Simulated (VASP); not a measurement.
Energy against volume of Dy (hcp). Level of theory: optB86b-vdW, VASP's PBE PAW potentials (set 64) (plane waves; VASP 6.6.1). Run with 520 eV cut-off, 12×12×7 Γ-centred mesh, first-order Methfessel-Paxton smearing of 0.10 eV, potentials Dy_3.

The 4f electrons are frozen in the core of the lanthanide potential, so 4f levels, which can set the real gap, and their magnetism are missing.

Shape and ions are relaxed at each volume.

```csv
V (Å³/atom),E (eV/atom)
29.641,-2.06920
30.557,-2.07220
31.474,-2.06776
32.391,-2.05690
```

**Question.** Fit these four points and predict the energy of the run at 28.724 Å³/atom.

**Answer.** A cubic in V^(−2/3), the third-order Birch-Murnaghan form, passes through the four points with V0 = 30.45 Å³/atom and B0 = 44 GPa, and gives -2.0576 eV/atom there. The run gave -2.0582 eV/atom, -0.6 meV/atom from the fit; all five points give B0 = 43 GPa.

The compound is Dy in the hcp structure. It was relaxed first.
